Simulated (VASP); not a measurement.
Input:

```xyz
5
Lattice="1.9770 -3.4242 0.0000 1.9770 3.4242 0.0000 0.0000 0.0000 6.2519" Properties=species:S:1:pos:R:3 pbc="T T T"
La     1.9770     1.1414     1.5515
La     1.9770    -1.1414     4.7005
O      0.0000     0.0000     0.0000
O      1.9770     1.1414     4.0357
O      1.9770    -1.1414     2.2163
```

The numbers are results of revPBE GGA, VASP's PBE PAW potentials (set 64) (plane waves; VASP), not measurements. Settings: 520 eV cut-off, Gaussian smearing of 0.050 eV, potentials La O.

**Question.** Predict the band gap (along the path) with the smallest direct gap where there is one.

**Answer.** 
```json
{
  "band gap (along the path)": "3.89 eV",
  "smallest direct gap (along the path)": "4.06 eV"
}
```

Total energies compare only between runs with the same potentials, cut-off and functional.

The compound is La2O3 in the a-type structure. It was relaxed first.
